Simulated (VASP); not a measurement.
Level of theory: r2SCAN meta-GGA, VASP's PBE PAW potentials (set 64) (plane waves; VASP 6.6.1).

A VASP calculation is set up with these files.

### KPOINTS
```
K-points
0
Gamma
 12 12 12
```

**POSCAR**
```
TaN
1
    2.7439285484    -0.0000000000    -0.0000000000
    0.0000000000     2.7439285484     0.0000000000
    0.0000000000     0.0000000000     2.7439285484
Ta N
1 1
Direct
  0.0000000000   0.0000000000   0.0000000000
  0.5000000000   0.5000000000   0.5000000000
```

### INCAR
```
SYSTEM = TaN
PREC = Accurate
ENCUT = 520
EDIFF = 1E-6
NELM = 100
ALGO = Normal
LREAL = .FALSE.
LASPH = .TRUE.
ISMEAR = 1
SIGMA = 0.1
METAGGA = R2SCAN
LMIXTAU = .TRUE.
LMAXMIX = 6
LWAVE = .FALSE.
LCHARG = .FALSE.
IBRION = 2
ISIF = 3
NSW = 60
EDIFFG = -0.01
```

POTCAR, in this order: Ta_pv N (PBE.64 set). Program: vasp_std.

The run wrote:

**OSZICAR**
```
       N       E                     dE             d eps       ncg     rms          rms(c)
DAV:   1     0.591772962494E+02    0.59177E+02   -0.93470E+03  2016   0.143E+03
DAV:   2    -0.613658820274E+02   -0.12054E+03   -0.11383E+03  2416   0.351E+02
DAV:   3    -0.653613889109E+02   -0.39955E+01   -0.39143E+01  2476   0.615E+01
DAV:   4    -0.654061061133E+02   -0.44717E-01   -0.44624E-01  2308   0.618E+00
DAV:   5    -0.654066955877E+02   -0.58947E-03   -0.58928E-03  2408   0.576E-01    0.215E+01
DAV:   6    -0.582559751286E+02    0.71507E+01   -0.67321E+00  2336   0.297E+01    0.846E+00
DAV:   7    -0.587784731030E+02   -0.52250E+00   -0.31485E-01  2156   0.657E+00    0.531E+00
DAV:   8    -0.581231669862E+02    0.65531E+00   -0.31786E-01  2032   0.772E+00    0.963E-01
DAV:   9    -0.587170226856E+02   -0.59386E+00   -0.15783E-01  2032   0.517E+00    0.865E-01
DAV:  10    -0.587121615725E+02    0.48611E-02   -0.26845E-03  2456   0.476E-01    0.692E-01
DAV:  11    -0.587006032165E+02    0.11558E-01   -0.37729E-03  2024   0.828E-01    0.564E-01
DAV:  12    -0.587048146221E+02   -0.42114E-02   -0.12824E-02  2364   0.960E-01    0.105E-01
DAV:  13    -0.587049966979E+02   -0.18208E-03   -0.83831E-04  2180   0.316E-01    0.691E-02
DAV:  14    -0.587049553928E+02    0.41305E-04   -0.17407E-04  2388   0.149E-01    0.599E-02
DAV:  15    -0.587050222020E+02   -0.66809E-04   -0.75075E-05  2344   0.101E-01    0.161E-02
DAV:  16    -0.587050045328E+02    0.17669E-04   -0.78804E-06  2124   0.350E-02    0.109E-02
DAV:  17    -0.587050059809E+02   -0.14482E-05   -0.54882E-07  1056   0.102E-02    0.871E-03
DAV:  18    -0.587050070503E+02   -0.10694E-05   -0.66635E-07  1044   0.882E-03    0.105E-03
DAV:  19    -0.587050070060E+02    0.44294E-07   -0.60641E-08  1008   0.303E-03
   1 F= -.58705007E+02 E0= -.58704846E+02  d E =-.587050E+02
       N       E                     dE             d eps       ncg     rms          rms(c)
DAV:   1    -0.587095907713E+02   -0.45837E-02   -0.20775E-01  2028   0.598E+00    0.822E-01
DAV:   2    -0.587050514725E+02    0.45393E-02   -0.75419E-03  2068   0.924E-01    0.325E-01
DAV:   3    -0.587041443168E+02    0.90716E-03   -0.29120E-03  2212   0.720E-01    0.790E-02
DAV:   4    -0.587042848015E+02   -0.14048E-03   -0.31280E-04  2436   0.173E-01    0.520E-02
DAV:   5    -0.587043091591E+02   -0.24358E-04   -0.15794E-04  2452   0.973E-02    0.299E-02
DAV:   6    -0.587043056890E+02    0.34701E-05   -0.31911E-05  2380   0.572E-02    0.803E-03
DAV:   7    -0.587043106316E+02   -0.49426E-05   -0.79255E-06  2044   0.353E-02    0.667E-03
DAV:   8    -0.587043132024E+02   -0.25708E-05   -0.18080E-06  1512   0.168E-02    0.359E-03
DAV:   9    -0.587043129088E+02    0.29357E-06   -0.13384E-06  1232   0.105E-02
   2 F= -.58704313E+02 E0= -.58704167E+02  d E =0.694097E-03
       N       E                     dE             d eps       ncg     rms          rms(c)
DAV:   1    -0.587076248166E+02   -0.33116E-02   -0.95637E-02  2028   0.408E+00    0.555E-01
DAV:   2    -0.587055505587E+02    0.20743E-02   -0.34838E-03  2068   0.623E-01    0.220E-01
DAV:   3    -0.587051429221E+02    0.40764E-03   -0.13404E-03  2224   0.487E-01    0.535E-02
DAV:   4    -0.587052011190E+02   -0.58197E-04   -0.14606E-04  2436   0.117E-01    0.347E-02
DAV:   5    -0.587052065959E+02   -0.54769E-05   -0.75000E-05  2452   0.666E-02    0.203E-02
DAV:   6    -0.587052021211E+02    0.44748E-05   -0.15039E-05  2384   0.394E-02    0.540E-03
DAV:   7    -0.587052054396E+02   -0.33185E-05   -0.39296E-06  2040   0.247E-02    0.464E-03
DAV:   8    -0.587052069482E+02   -0.15086E-05   -0.81432E-07  1008   0.115E-02    0.256E-03
DAV:   9    -0.587052073242E+02   -0.37598E-06   -0.10147E-06  1096   0.882E-03
   3 F= -.58705207E+02 E0= -.58705051E+02  d E =-.200318E-03
```

File OUTCAR:
```
------------------------ aborting loop because EDIFF is reached ----------------------------------------
  FORCE on cell =-STRESS in cart. coord.  units (eV):
  Direction    XX          YY          ZZ          XY          YZ          ZX
  --------------------------------------------------------------------------------------
  Total        0.0005985      0.0005985      0.0005985      0.0000000      0.0000000      0.0000000
  in kB        0.0465588      0.0465588      0.0465588      0.0000000      0.0000000      0.0000000
  external PRESSURE =       0.0465588 kB  Pullay stress =       0.0000000 kB
  volume of cell :       20.60
      direct lattice vectors                 reciprocal lattice vectors
     2.741138690 -0.000000000 -0.000000000     0.364811895  0.000000000 -0.000000000
    -0.000000000  2.741138690 -0.000000000     0.000000000  0.364811895 -0.000000000
     0.000000000  0.000000000  2.741138690     0.000000000  0.000000000  0.364811895
 POSITION                                       TOTAL-FORCE (eV/Angst)
 -----------------------------------------------------------------------------------
      0.00000      0.00000      0.00000         0.000000     -0.000000      0.000000
      1.37057      1.37057      1.37057        -0.000000      0.000000      0.000000
 -----------------------------------------------------------------------------------
    total drift:                                0.000000      0.000000      0.000000
  FREE ENERGIE OF THE ION-ELECTRON SYSTEM (eV)
  ---------------------------------------------------
  free  energy   TOTEN  =       -58.7052073242 eV

  energy  without entropy=      -58.7047373292  energy(sigma->0) =      -58.70505066

 reached required accuracy - stopping structural energy minimisation
```
(Selected blocks of OUTCAR.)

File CONTCAR:
```
TaN
   1.00000000000000
     2.7411386901330146   -0.0000000000000000   -0.0000000000000000
    -0.0000000000000000    2.7411386901330146   -0.0000000000000000
     0.0000000000000000    0.0000000000000000    2.7411386901330146
  Ta              N
     1     1
Direct
     0.0000000000000000    0.0000000000000000    0.0000000000000000
     0.5000000000000000    0.5000000000000000    0.5000000000000000
```

**OUTCAR**
```
 val. band max:        9.0793303007   @ k =   0.5000   0.3333   0.2500

 cond. band min:       9.1242101483   @ k =   0.4167   0.3333   0.2500


 Fermi energy:         9.0835863826

 k-point     1 :       0.0000    0.0000    0.0000
  band No.  band energies     occupation
      1     -27.1570      2.00000
      2     -27.1570      2.00000
      3     -27.1570      2.00000
      4     -10.0178      2.00000
      5       4.2212      2.00000
      6       4.2212      2.00000
      7       6.4729      2.00000
      8       6.4729      2.00000
      9       6.4729      2.00000
     10      12.0249      0.00000
     11      13.5240      0.00000
     12      13.5240      0.00000

 k-point     2 :       0.0833    0.0000    0.0000
  band No.  band energies     occupation
      1     -27.2558      2.00000
      2     -27.1486      2.00000
      3     -27.1486      2.00000
      4      -9.8715      2.00000
      5       4.0097      2.00000
      6       4.2893      2.00000
      7       6.3260      2.00000
      8       6.3260      2.00000
      9       6.4983      2.00000
     10      12.5145      0.00000
     11      13.5618      0.00000
     12      13.6074      0.00000

 k-point     3 :       0.1667    0.0000    0.0000
  band No.  band energies     occupation
      1     -27.5185      2.00000
      2     -27.1254      2.00000
      3     -27.1254      2.00000
      4      -9.4608      2.00000
      5       3.0914      2.00000
      6       4.4818      2.00000
      7       5.9402      2.00000
      8       5.9402      2.00000
      9       7.2136      2.00000
     10      13.6009      0.00000
     11      13.6664      0.00000
     12      13.8399      0.00000

 k-point     4 :       0.2500    0.0000    0.0000
  band No.  band energies     occupation
      1     -27.8615      2.00000
      2     -27.0936      2.00000
      3     -27.0936      2.00000
      4      -8.8585      2.00000
      5       1.7418      2.00000
      6       4.7622      2.00000
...
```

Unless said otherwise, spin-orbit coupling is left out, though it shifts the bands of the heavy elements here.

The structure was generated: TaN was put into the CsCl type (Pm-3m), which need not be its known phase. This run relaxes it. Symmetry was kept, so distortions that lower it aren't found. The start is the result of an earlier pass.
